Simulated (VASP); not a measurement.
Output of a VASP run:

OSZICAR:
```
...
DAV:   9    -0.750378447488E+02    0.21526E+02   -0.85738E+02  2584   0.711E+01    0.587E+01
DAV:  10    -0.719513123219E+02    0.30865E+01   -0.13934E+02  2024   0.358E+01    0.268E+01
DAV:  11    -0.637483568255E+02    0.82030E+01   -0.16845E+02  2336   0.354E+01    0.193E+01
DAV:  12    -0.576334159803E+02    0.61149E+01   -0.65038E+01  2080   0.328E+01    0.104E+01
DAV:  13    -0.557493883426E+02    0.18840E+01   -0.10787E+01  2024   0.164E+01    0.688E+00
DAV:  14    -0.559894178306E+02   -0.24003E+00   -0.34986E+00  2144   0.121E+01    0.788E+00
DAV:  15    -0.551769481656E+02    0.81247E+00   -0.15191E+00  2072   0.542E+00    0.530E+00
DAV:  16    -0.549175430309E+02    0.25941E+00   -0.89738E-01  2080   0.489E+00    0.586E+00
DAV:  17    -0.544963296203E+02    0.42121E+00   -0.98843E-01  1976   0.389E+00    0.340E+00
DAV:  18    -0.542508935985E+02    0.24544E+00   -0.19977E-01  2088   0.201E+00    0.242E+00
DAV:  19    -0.540735626972E+02    0.17733E+00   -0.26449E-01  1984   0.208E+00    0.228E+00
DAV:  20    -0.539854767538E+02    0.88086E-01   -0.48480E-02  2088   0.127E+00    0.169E+00
DAV:  21    -0.538902531587E+02    0.95224E-01   -0.29837E-02  1984   0.591E-01    0.154E+00
DAV:  22    -0.538202638595E+02    0.69989E-01   -0.20436E-02  2080   0.490E-01    0.130E+00
DAV:  23    -0.537539625518E+02    0.66301E-01   -0.44764E-02  1904   0.670E-01    0.127E+00
DAV:  24    -0.537523463885E+02    0.16162E-02   -0.19761E-03  2096   0.249E-01    0.125E+00
DAV:  25    -0.537361000681E+02    0.16246E-01   -0.63153E-03  1976   0.287E-01    0.129E+00
DAV:  26    -0.537301261507E+02    0.59739E-02   -0.45222E-03  2040   0.254E-01    0.134E+00
DAV:  27    -0.537308018746E+02   -0.67572E-03   -0.23718E-03  1984   0.210E-01    0.131E+00
DAV:  28    -0.537296456130E+02    0.11563E-02   -0.42501E-04  2056   0.865E-02    0.132E+00
DAV:  29    -0.537273264335E+02    0.23192E-02   -0.94027E-04  2008   0.152E-01    0.139E+00
DAV:  30    -0.537273231857E+02    0.32478E-05   -0.94053E-05  2024   0.503E-02    0.141E+00
DAV:  31    -0.537260125194E+02    0.13107E-02   -0.47023E-04  1912   0.791E-02    0.148E+00
DAV:  32    -0.537247868296E+02    0.12257E-02   -0.79924E-04  1920   0.888E-02    0.162E+00
DAV:  33    -0.537248504221E+02   -0.63592E-04   -0.29867E-05  1992   0.210E-02    0.162E+00
DAV:  34    -0.537247833004E+02    0.67122E-04   -0.19984E-04  2040   0.865E-02    0.165E+00
DAV:  35    -0.537249953068E+02   -0.21201E-03   -0.62502E-04  2168   0.131E-01    0.173E+00
DAV:  36    -0.537248176702E+02    0.17764E-03   -0.10273E-04  2032   0.451E-02    0.175E+00
DAV:  37    -0.537248308159E+02   -0.13146E-04   -0.11244E-05  1904   0.147E-02    0.175E+00
DAV:  38    -0.537248243168E+02    0.64991E-05   -0.15829E-05  1760   0.166E-02    0.176E+00
DAV:  39    -0.537248297413E+02   -0.54245E-05   -0.11748E-05  1656   0.131E-02    0.177E+00
DAV:  40    -0.537248391847E+02   -0.94434E-05   -0.38754E-07  1120   0.384E-03    0.177E+00
DAV:  41    -0.537248406411E+02   -0.14564E-05   -0.54906E-08  1032   0.113E-03    0.177E+00
DAV:  42    -0.537248439009E+02   -0.32597E-05   -0.19408E-07  1064   0.260E-03    0.177E+00
DAV:  43    -0.537248399971E+02    0.39037E-05   -0.43071E-07  1048   0.274E-03    0.177E+00
DAV:  44    -0.537248430134E+02   -0.30162E-05   -0.48040E-06  1480   0.102E-02    0.177E+00
DAV:  45    -0.537248378587E+02    0.51547E-05   -0.27982E-05  1832   0.247E-02    0.177E+00
DAV:  46    -0.537248348218E+02    0.30370E-05   -0.93590E-07  1200   0.555E-03    0.177E+00
DAV:  47    -0.537248346702E+02    0.15160E-06   -0.10192E-07  1064   0.144E-03
   1 F= -.53724835E+02 E0= -.53725000E+02  d E =0.497176E-03
```

OUTCAR:
```
------------------------ aborting loop because EDIFF is reached ----------------------------------------
  FORCE on cell =-STRESS in cart. coord.  units (eV):
  Direction    XX          YY          ZZ          XY          YZ          ZX
  --------------------------------------------------------------------------------------
  Total       -7.0691658     -7.0691658     -5.7241660      0.0000000      0.0000000      0.0000000
  in kB      -50.0077087    -50.0077087    -40.4930985      0.0000000      0.0000000      0.0000000
  external PRESSURE =     -46.8361720 kB  Pullay stress =       0.0000000 kB
  volume of cell :      226.49
      direct lattice vectors                 reciprocal lattice vectors
     3.042624000  0.000000000  0.000000000     0.328663680  0.000000000  0.000000000
     0.000000000  3.042624000  0.000000000     0.000000000  0.328663680  0.000000000
     0.000000000  0.000000000 24.465000000     0.000000000  0.000000000  0.040874719
 POSITION                                       TOTAL-FORCE (eV/Angst)
 -----------------------------------------------------------------------------------
      1.52131      1.52131      7.00000         0.000000     -0.000000      1.599949
      1.52131      1.52131      9.98999         0.000000     -0.000000      0.104236
      1.52131      1.52131     12.98000        -0.000000     -0.000000     -0.095544
      1.52131      1.52131     15.96999         0.000000     -0.000000      0.268681
      0.00000      0.00000      8.49501         0.000000      0.000000     -1.633069
      0.00000      0.00000     11.48500         0.000000      0.000000      0.259095
      0.00000      0.00000     14.47501         0.000000     -0.000000      0.326821
      0.00000      0.00000     17.46500         0.000000     -0.000000     -0.830170
 -----------------------------------------------------------------------------------
    total drift:                               -0.000000     -0.000000      0.023741
  FREE ENERGIE OF THE ION-ELECTRON SYSTEM (eV)
  ---------------------------------------------------
  free  energy   TOTEN  =       -53.7248346702 eV

  energy  without entropy=      -53.7253318462  energy(sigma->0) =      -53.72500040
```
(Selected blocks of OUTCAR.)

File POSCAR:
```
AlRu
1
    3.0426240000     0.0000000000     0.0000000000
    0.0000000000     3.0426240000     0.0000000000
    0.0000000000     0.0000000000    24.4650000000
Al Ru
4 4
Direct
  0.5000000000   0.5000000000   0.2861230000
  0.5000000000   0.5000000000   0.4083380000
  0.5000000000   0.5000000000   0.5305540000
  0.5000000000   0.5000000000   0.6527690000
  0.0000000000   0.0000000000   0.3472310000
  0.0000000000   0.0000000000   0.4694460000
  0.0000000000   0.0000000000   0.5916620000
  0.0000000000   0.0000000000   0.7138770000
```

**Question.** Reconstruct the remaining input files.

**Answer.** One answer among several that fit: the input of the run itself, PBE GGA, plane waves, VASP's PBE PAW potentials (set 64).

**INCAR**
```
ALGO  =  Normal
DIPOL  =  0.5 0.5 0.5
EDIFF  =  1E-6
ENCUT  =  300
GGA  =  PE
IDIPOL  =  3
ISIF  =  2
ISMEAR  =  1
LASPH  =  .TRUE.
LCHARG  =  .FALSE.
LDIPOL  =  .TRUE.
LMAXMIX  =  4
LREAL  =  .FALSE.
LWAVE  =  .FALSE.
NELM  =  100
PREC  =  Accurate
SIGMA  =  0.03
SYSTEM  =  AlRu
```

### KPOINTS
```
Automatic
0
Gamma
 11 11 1
0 0 0
```

POTCAR, in this order: Al Ru_pv (PBE.64 set). Program: vasp_std.

At this cut-off the stress carries a Pulay error, which pulls relaxed volumes low. The cell holds a wide vacuum, so values per volume refer to the whole cell.

The cell is a sheet with vacuum, built from a generated structure.
